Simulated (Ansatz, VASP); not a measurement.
# ZrSeS: VASP beside Ansatz

Wanted: the spread between two codes on one cell, functional and k mesh. The cell is generated by rule, not measured, and may not be a known phase. The cell is taken from a series of runs on this material, whose earlier steps may have relaxed, scaled, displaced or heated it; both programs get it as it stands.

Program: Ansatz 0.2.0. Level of theory: plane waves, with VASP 6.6.1 beside it; PBEsol. Results are calculated unless marked as measured.

The structure was built from a prototype and need not be the compound's stable phase.

### Step 1. Set-up

Symmetry: P3m1, No. 156, trigonal system. The conventional cell has a = 3.632 Å, b = 3.632 Å, c = 5.686 Å, α = 90.00°, β = 90.00°, γ = 120.00°. Zr has 3 S at 2.53 Å and 3 Se at 2.66 Å nearest. S has 3 Zr at 2.53 Å nearest. Nearest to Se lie 3 Zr at 2.66 Å. It derives from S1Se1Zr1. Farther neighbours and most contacts between anions are not listed.

Coordinates:

```
Zr S Se
1.0
     3.63205    0.00000    0.00000
    -1.81603    3.14545    0.00000
     0.00000    0.00000    5.68556
Zr S Se
1 1 1
Direct
  0.00000 0.00000 0.51319
  0.33333 0.66667 0.76202
  0.66667 0.33333 0.22479
```

### Step 2. VASP: single point, PBEsol

With cell and atoms fixed, the geometry can't cause a difference; cores, projectors, grids and the points listed under the comparison can.

Lines of VASP's logs that name or quote its potential files are left out, and so is its time.

INCAR

```
SYSTEM = ZrSeS
PREC = Accurate
ENCUT = 500
EDIFF = 1E-06
NELM = 120
ISMEAR = -1
SIGMA = 0.02
LREAL = .FALSE.
ALGO = Normal
GGA = PS
NBANDS = 18
LASPH = .TRUE.
LORBIT = 11
LWAVE = .FALSE.
LCHARG = .FALSE.
ISIF = 2
GGA_COMPAT = .FALSE.
KPAR = 2
```

POSCAR

```
ZrSeS
1.0
    3.6320525248      0.0000000000      0.0000000000
   -1.8160262624      3.1454497544      0.0000000000
    0.0000000000      0.0000000000      5.6855584762
Zr S Se
1 1 1
Direct
    0.0000000000      0.0000000000      0.5131866153
    0.3333333333      0.6666666667      0.7620197720
    0.6666666667      0.3333333333      0.2247936127
```

KPOINTS

```
Automatic mesh
0
Gamma
12 12 4
0 0 0
```

PAW data sets: Zr_sv, S and Se (PBE family, release 64).

Launch:

```bash
> mpirun -np 2 vasp_std
```

Numbers of over 12 decimals in the logs are rounded to 6 here.

Log:

```text
[banner, memory and clock lines left out]
running    2 mpi-ranks, on    1 nodes
 distrk:  each k-point on    1 cores,    2 groups
 distr:  one band on    1 cores,    1 groups

 POSCAR found type information on POSCAR ZrS Se
 POSCAR found :  3 types and       3 ions
|                                                                             |
|               ----> ADVICE to this user running VASP <----                  |
|                                                                             |
|     You enforced a specific xc type in the INCAR file but a different       |
|     [... a line on the potential file left out ...]
|     I HOPE YOU KNOW WHAT YOU ARE DOING!                                     |
|                                                                             |

 LDA part: xc-table for (Slater+PW92), standard interpolation
 POSCAR, INCAR and KPOINTS ok, starting setup
 FFT: planning ... GRIDC
 FFT: planning ... GRID_SOFT
 FFT: planning ... GRID
 WAVECAR not read
 entering main loop
       N       E                     dE             d eps       ncg     rms          rms(c)
DAV:   1     0.166593769015E+03    0.16659E+03   -0.11916E+04  2492   0.120E+03
DAV:   2    -0.115663354830E+02   -0.17816E+03   -0.17494E+03  3146   0.298E+02
DAV:   3    -0.229895066092E+02   -0.11423E+02   -0.11271E+02  4346   0.639E+01
DAV:   4    -0.232335584987E+02   -0.24405E+00   -0.24382E+00  3306   0.904E+00
DAV:   5    -0.232431126180E+02   -0.95541E-02   -0.95520E-02  3892   0.133E+00    0.165E+01
DAV:   6    -0.217310144977E+02    0.15121E+01   -0.52760E+00  2810   0.130E+01    0.738E+00
DAV:   7    -0.216489696334E+02    0.82045E-01   -0.52013E-01  3026   0.405E+00    0.334E+00
DAV:   8    -0.216472529539E+02    0.17167E-02   -0.92722E-02  3314   0.180E+00    0.773E-01
DAV:   9    -0.216462035940E+02    0.10494E-02   -0.11557E-02  2800   0.779E-01    0.362E-01
DAV:  10    -0.216463471596E+02   -0.14357E-03   -0.12197E-03  3494   0.266E-01    0.167E-01
DAV:  11    -0.216463110515E+02    0.36108E-04   -0.66013E-05  2976   0.615E-02    0.416E-02
DAV:  12    -0.216463203092E+02   -0.92577E-05   -0.26511E-05  3010   0.431E-02    0.125E-02
DAV:  13    -0.216463196581E+02    0.65108E-06   -0.13748E-06  1962   0.104E-02
   1 F= -.21646320E+02 E0= -.21646257E+02  d E =-.126078E-03
```

From OUTCAR (step 2):

```text
ion  position               nearest neighbor table
   1  0.000  0.000  0.513-   2 2.53   2 2.53   2 2.53   3 2.66   3 2.66   3 2.66
   2  0.333  0.667  0.762-   1 2.53   1 2.53   1 2.53
   3  0.667  0.333  0.225-   1 2.66   1 2.66   1 2.66

  LATTYP: Found a hexagonal cell.
 ALAT       =     3.6320525248
 C/A-ratio  =     1.5653844314

 Subroutine GETGRP returns: Found  6 space group operations
 (whereof  6 operations were pure point group operations)

The static configuration has the point symmetry C_3v.

 Found     69 irreducible k-points:

   k-points           NKPTS =     69   k-points in BZ     NKDIM =     69   number of bands    NBANDS=     18

   dimension x,y,z NGX =    28 NGY =   28 NGZ =   42
   dimension x,y,z NGXF=    56 NGYF=   56 NGZF=   84

   ENCUT  =  500.0 eV  36.75 Ry    6.06 a.u.   6.62  6.62 10.37*2*pi/ulx,y,z

   NELECT =      24.0000    total number of electrons

 k-points in reciprocal lattice and weights: Automatic mesh
   0.00000000  0.00000000  0.00000000       0.002
   0.08333333 -0.00000000  0.00000000       0.010
   0.16666667 -0.00000000  0.00000000       0.010
   0.25000000  0.00000000  0.00000000       0.010
   0.33333333 -0.00000000  0.00000000       0.010
   0.41666667  0.00000000  0.00000000       0.010
   0.50000000  0.00000000  0.00000000       0.005
   0.08333333  0.08333333  0.00000000       0.010
   0.16666667  0.08333333  0.00000000       0.021
[...]
0.33333333  0.25000000  0.50000000       0.021
   0.33333333  0.33333333  0.50000000       0.003

 average (electrostatic) potential at core
       1 -78.0706       2 -85.4262       3 -51.6831

 E-fermi :   5.9219

 k-point     1 :       0.0000    0.0000    0.0000
  band No.  band energies     occupation
    ...
      8       2.6723      2.00000
      9       2.6723      2.00000
     10       5.7703      1.99898
     11       5.7703      1.99898
     12       5.9008      1.48382
     13       6.9121      0.00000
     14       6.9121      0.00000
     15       7.3863      0.00000
     16      10.0191      0.00000
     17      10.0191      0.00000
    ...

 k-point     2 :       0.0833   -0.0000    0.0000
  band No.  band energies     occupation
    ...
      8       2.5861      2.00000
      9       2.7115      2.00000
     10       5.1288      2.00000
     11       5.4794      2.00000
     12       5.8216      1.98685
     13       6.9748      0.00000
     14       7.2062      0.00000
     15       7.5062      0.00000
     16       9.8359      0.00000
     17      10.0336      0.00000
    ...

 k-point     3 :       0.1667   -0.0000    0.0000
  band No.  band energies     occupation
    ...
      8       2.3981      2.00000
      9       2.8083      2.00000
     10       3.9847      2.00000
     11       5.0081      2.00000
     12       5.4778      2.00000
     13       6.8206      0.00000
     14       7.6648      0.00000
     15       7.8027      0.00000
     16      10.0112      0.00000
     17      10.1615      0.00000
    ...

  Total        1.0936616      1.0936616      1.3225103     -0.0000000      0.0000000      0.0000000
  in kB       26.9764974     26.9764974     32.6213282     -0.0000000      0.0000000      0.0000000
  external PRESSURE =      28.8581077 kB  Pullay stress =       0.0000000 kB

  energy-cutoff  :      500.00
  volume of cell :       64.95
      direct lattice vectors                 reciprocal lattice vectors
     3.632052525  0.000000000  0.000000000     0.275326415  0.158959780  0.000000000
    -1.816026262  3.145449754  0.000000000     0.000000000  0.317919559  0.000000000
     0.000000000  0.000000000  5.685558476     0.000000000  0.000000000  0.175884217

 POSITION                                       TOTAL-FORCE (eV/Angst)
 -----------------------------------------------------------------------------------
      0.00000      0.00000      2.91775        -0.000000      0.000000      0.035755
     -0.00000      2.09697      4.33251        -0.000000      0.000000      0.006176
      1.81603      1.04848      1.27808         0.000000     -0.000000     -0.041931
 -----------------------------------------------------------------------------------
    total drift:                               -0.000000     -0.000000     -0.000077

  FREE ENERGIE OF THE ION-ELECTRON SYSTEM (eV)
  ---------------------------------------------------
  free  energy   TOTEN  =       -21.6463196581 eV

  energy  without entropy=      -21.6461935801  energy(sigma->0) =      -21.64625662

 total charge
# of ion       s       p       d       tot
------------------------------------------
    1        2.177   6.020   1.531   9.728
    2        1.342   2.397   0.000   3.739
    3        1.469   2.389   0.035   3.894
--------------------------------------------------
tot          4.988  10.806   1.566  17.360

[... 3 further parts left out ...]
```

The run ends at a pressure of 2.89 GPa, with forces up to 0.042 eV/Å.

### Step 3. Ansatz: single point, PBEsol

Ansatz runs on its PAW soft_1 files.

The same cell, functional, mesh and smearing now go to Ansatz, which takes its cutoff from its data sets.

input.yaml

```yaml
crystal:
  lattice:
    - [3.6320525248, 0.0, 0.0]
    - [-1.8160262624, 3.1454497544, 0.0]
    - [0.0, 0.0, 5.6855584762]
  atoms:
    - { symbol: Zr, position: [0.0, 0.0, 0.5131866153] }
    - { symbol: S, position: [0.3333333333, 0.6666666667, 0.762019772] }
    - { symbol: Se, position: [0.6666666667, 0.3333333333, 0.2247936127] }
kpoints:
  mp_grid: { grid: [12, 12, 4] }
  band_path:
    path:
      - [[0.0, 0.0, 0.0], [0.5, 0.0, 0.0], [0.33333333, 0.33333333, 0.0], [0.0, 0.0, 0.0], [0.0, 0.0, 0.5], [0.5, 0.0, 0.5], [0.33333333, 0.33333333, 0.5], [0.0, 0.0, 0.5]]
      - [[0.5, 0.0, 0.5], [0.5, 0.0, 0.0]]
      - [[0.33333333, 0.33333333, 0.5], [0.33333333, 0.33333333, 0.0]]
    npoints: 10
hamiltonian:
  xc: pbesol
  pseudopotentials: { kind: paw, azcp: { folder: soft_1 }, xc_functional: pbe }
scf:
  occupations: { method: fermi_dirac, width: 0.02 }
  n_extra_bands: 5
output:
  eigenvalues: true
  forces: true
  stress: true
  write_density: true
  write_potential: true
  elf: true
  volumetric_format: npy
```

Launch:

```bash
> ansatz run input.yaml --threads 2 --pin off --max-ram 92160MiB --backend cuda --events-out ev --progress --plain --runs-dir out --devices 1 --max-vram 13GiB
```

Log:

```text
scf.n_extra_bands = 5 over 17 filled bands (N_el = 34.0): the run solves 22 bands
GPUs: using 1 of 1 available (devices: 1).
Engine: ansatz 0.2.0, x86_64-unknown-linux-gnu
Pseudopotentials: kind: paw
Pseudopotential: Zr, paw, valence charge 12, recommended cutoff 420 eV (normal), soft_1/Zr.paw.azcp
Pseudopotential: S, paw, valence charge 6, recommended cutoff 420 eV (normal), soft_1/S.paw.azcp
Pseudopotential: Se, paw, valence charge 16, recommended cutoff 420 eV (normal), soft_1/Se.paw.azcp
Functional definition: PBEsol
  exchange = pbesol_x
  correlation = pbesol_c
device memory: the entry about to start is reckoned to put 1.7 GiB on a device that reports 66.5 GiB free (of which the cap on the GPU budget leaves the run 13.0 GiB)
GPU FFT provider: cuFFT
GPU libraries: cuBLAS 13.8.2, cuFFT 12.4.0, cuSOLVER 12.3.4
Crystal: 3 atoms, lattice volume = 64.954 Å³
Basis set: ecut = 420 eV, 1243 PW (Γ), exchange–correlation on 50×50×80 points (8 copies of the dense FFT grid, shifted against one another)
Bands: 22, of which v1, the nominal top of the filled ones, is band 17 counted from 1 (16 counted from 0)
Symmetry: 6 space group operations
Space group: P3m1 (ITA 156), of the structure as read, at distance tolerance 4.0e-5 Å
k-points: 69 of 576 (time reversal used)
Non-local potential: Zr, projectors of the file, l = 0: 3, l = 1: 2, l = 2: 2, l = 3: 1
Non-local potential: S, projectors of the file, l = 0: 2, l = 1: 2, l = 2: 1
Non-local potential: Se, projectors of the file, l = 0: 2, l = 1: 2, l = 2: 3, l = 3: 1
PAW form: soft (Blöchl's): semilocal exchange-correlation on the pseudo side does not see the compensation charge
PAW frozen core: Zr, regenerated for the run's functional, and the local potential with it (the file was generated under x = pbe(κ = 0.804, μ = 0.219515), c = pbe(β = 0.066725))
PAW frozen core: S, regenerated for the run's functional, and the local potential with it (the file was generated under x = pbe(κ = 0.804, μ = 0.219515), c = pbe(β = 0.066725))
PAW frozen core: Se, regenerated for the run's functional, and the local potential with it (the file was generated under x = pbe(κ = 0.804, μ = 0.219515), c = pbe(β = 0.066725))
PAW one-centre angular grid: Zr, 590 points (default); XC on 64 Gauss nodes
PAW one-centre angular grid: S, 110 points (default); XC on 64 Gauss nodes
PAW one-centre angular grid: Se, 590 points (default); XC on 64 Gauss nodes
Initial density: superposition of atomic densities (chi_scale 0.1, normalization cell, long waves kept (reshape's long-wave potential 0.04 eV rms))
Initial wavefunctions: pseudopotential atomic-orbital guess
GPU buffer pool allocated for 25000 grid points (all kernels)
GPU transforms: local potential and band sums: pruned to the plane-wave sphere, on 25×25×40
Functional: x = pbesol(κ = 0.804, μ = 0.123457), c = pbesol(β = 0.046)
SCF iter   1: F=—  HF=-10445.063368 eV  |F-HF|=—  |Δ(HF+E_count)|=         —  Δρ=8.30e-2  dr2=1.81e1  ethr=3.10e-3  ⟨swp⟩=6.4  Hψ=7900  notcnv=0
preconditioner: auto → Resta (q_TF=auto, 2.449 Å⁻¹)  ε∞=6.8  [insulator: Δε(μ)=0.062 eV  Ē_g=7.648 eV  σ=0.020 eV  W_gap=0.56  n_scr=22 (ndim 8)  ℏωp=18.4 eV  f_vac=0.000  D(μ)=0.71/eV (n_scr^D=2)  ε∞_Penn≈6.8]
SCF iter   2: F=—  HF=-10442.945582 eV  |F-HF|=—  |Δ(HF+E_count)|=    2.12e0  Δρ=4.29e-2  dr2=4.87e0  ethr=3.10e-3  ⟨swp⟩=3.2  Hψ=2985  notcnv=0
preconditioner: auto → Kerker (q_TF=auto, 2.449 Å⁻¹)  [metal: Δε(μ)=0.006 eV  Ē_g=7.897 eV  σ=0.020 eV  W_gap=0.08  n_scr=22 (ndim 8)  ℏωp=18.4 eV  f_vac=0.000  D(μ)=1.04/eV (n_scr^D=2)]
SCF iter   3: F=—  HF=-10442.141856 eV  |F-HF|=—  |Δ(HF+E_count)|=   8.04e-1  Δρ=9.22e-3  dr2=1.40e-1  ethr=3.10e-3  ⟨swp⟩=3.0  Hψ=3829  notcnv=0
SCF iter   4: F=—  HF=-10442.116029 eV  |F-HF|=—  |Δ(HF+E_count)|=   2.58e-2  Δρ=4.01e-3  dr2=1.58e-2  ethr=4.13e-4  ⟨swp⟩=2.1  Hψ=3155  notcnv=0
SCF iter   5: F=—  HF=-10442.112120 eV  |F-HF|=—  |Δ(HF+E_count)|=   3.91e-3  Δρ=1.24e-3  dr2=9.82e-4  ethr=4.65e-5  ⟨swp⟩=2.6  Hψ=3010  notcnv=0
SCF iter   6: F=—  HF=-10442.112217 eV  |F-HF|=—  |Δ(HF+E_count)|=   9.75e-5  Δρ=4.30e-4  dr2=3.00e-4  ethr=2.89e-6  ⟨swp⟩=2.0  Hψ=2962  notcnv=0
SCF iter   7: F=—  HF=-10442.112256 eV  |F-HF|=—  |Δ(HF+E_count)|=   3.91e-5  Δρ=1.31e-4  dr2=2.70e-5  ethr=8.81e-7  ⟨swp⟩=2.0  Hψ=1896  notcnv=0
SCF iter   8: F=—  HF=-10442.112216 eV  |F-HF|=—  |Δ(HF+E_count)|=   4.03e-5  Δρ=4.22e-5  dr2=3.15e-6  ethr=7.95e-8  ⟨swp⟩=2.0  Hψ=1917  notcnv=0
SCF iter   9: F=—  HF=-10442.112216 eV  |F-HF|=—  |Δ(HF+E_count)|=   1.20e-7  Δρ=1.92e-5  dr2=3.64e-7  ethr=9.26e-9  ⟨swp⟩=2.0  Hψ=1934  notcnv=0
SCF iter  10: F=-10442.112216 eV  HF=-10442.112216 eV  |F-HF|=1.00e-9  |Δ(HF+E_count)|=   3.10e-8  Δρ=6.16e-6  dr2=3.02e-8  ethr=2.94e-10  ⟨swp⟩=13.2  Hψ=18132  notcnv=0
SCF 1 converged in 10 iterations: F = -10442.112216 eV  dr2 = 3.02e-8
  greatest PAW one-centre occupation: 1.000 electrons in one spin orbital (limit 2), on the Se atom at site 2 (counted from 0), in its partial waves of l = 2
device memory: the entry about to start is reckoned to put 1.4 GiB on a device that reports 66.4 GiB free (of which the cap on the GPU budget leaves the run 13.0 GiB)
NSCF: frozen V_eff on 93 k-points, pencils in batches of 32, up to order 100
SCF converged after 10 iterations
Free energy (F): -10442.112216 eV
Harris-Foulkes:  -10442.112216 eV  (|F-HF|=1.00e-9)
Internal energy: -10442.112094 eV  (E = F + TS)
E sigma→0 (E₀):  -10442.112155 eV
Entropy (-TS):   -0.000121 eV (-0.040 meV/atom)
Fermi energy:    9.679742 eV
--- Per-component energies (eV) ---
  E_band       = -490.332413
  E_kinetic    = 534.568058
  E_local      = -3722.779045  (includes V_loc(G=0)·N_el)
  E_nonlocal   = -243.387955
  E_hartree    = 1796.260368
  E_xc         = -327.852806
  E_vxc        = -357.376161  (∫ρ·V_xc dr)
  E_paw        = -5588.054424  (= ΣΔE_a)
  E_vpaw       = -293.881113  (= ΣTr[D̂ρ^β])
  E_aug_tail   = -0.000410  (compensation charges beyond the density's cutoff)
  E_ewald      = -2892.102004
  E_core_change = 1.236122  (= ΣΔE_core)
  E_smearing   = -0.000121  (= −TS)
  E_closure    = 0.000000  (closes the sum)
  Σ components = -10442.112216   (vs F -10442.112216, Δ=0.00e0)
--- Forces (eV/Å), atoms counted from 1 ---
  atom   1  Zr     0.00000000    -0.00000000     0.02616963
  atom   2  S      0.00000000    -0.00000000    -0.00889994
  atom   3  Se     0.00000000     0.00000000    -0.01698181
  max |Σ_I F_I| component: 2.88e-4 eV/Å
--- Stress (GPa, compression-positive) ---
        2.584347       0.000000      -0.000000
       -0.000000       2.584347      -0.000000
       -0.000000      -0.000000       3.102000
  P = ⅓ Tr σ = 2.7569 GPa (27.569 kbar)
--- Band table (eV; the first three rows and the last of 69) ---
  k-point 0: bands = [... 13 lower, 6.4301, 9.5271, 9.5271, 9.6572, 10.6679, 10.6679, 11.1441, 13.7670, ... 1 higher]
  k-point 1: bands = [... 13 lower, 6.4728, 8.3791, 9.3533, 9.3533, 10.6336, 10.6336, 11.5263, 14.1412, ... 1 higher]
  k-point 2: bands = [... 13 lower, 6.5183, 6.9111, 9.1913, 9.1913, 10.5975, 10.5975, 11.6430, 14.5556, ... 1 higher]
  k-point 68: bands = [... 13 lower, 6.0340, 6.6451, 7.3642, 7.3929, 11.5396, 11.6909, 11.7859, 14.8310, ... 1 higher]
```

### Step 4. Differences

Known differences besides the potentials themselves: the data sets hold 34 valence electrons in Ansatz (on its PAW soft_1 files) and 24 in VASP; the cutoff is 420 eV in Ansatz and 500 eV in VASP; Ansatz makes its cores anew for this functional, VASP keeps those of its PBE data sets. Total energies have different zeros and are not compared.

Both answers:

| quantity | Ansatz | VASP | difference |
| --- | --- | --- | --- |
| pressure (GPa) | 2.76 | 2.89 | -0.13 |
| gap on the k mesh (eV) | 0.068 | 0.066 | +0.003 |

The largest component of a force difference here is 25 meV/Å. A gap on the mesh is an upper bound, since the band edges may lie between its points.

### Step 5. Summary of results

```yaml
difference_in_gap_on_the_k_mesh_single_point_pbesol: 0.0027 eV
r_m_s_force_difference_single_point_pbesol: 10 meV/Å
```

**Reading.** The r.m.s. force difference is 10 meV/Å (single point, PBEsol), within the 12 meV/Å picked in this series as the mark of a large difference. The data sets hold unlike numbers of valence electrons (34 in Ansatz and 24 in VASP), so part of the differences may come from the potentials. How closely two codes agree says nothing of how well the functional describes the real material.

[Lines on the potential files, build, host, timing and source positions are cut from VASP's logs without a mark.]

[Logs are printed without paths, hosts, clocks, repeated set-up lines and the standing remarks that a program may print on its own settings, such as how far it seeks lower states.]

[Hosts, paths, dates, database ids (printed as entryN), source tags and the programs' standing remarks are cut or masked in the printed files.]
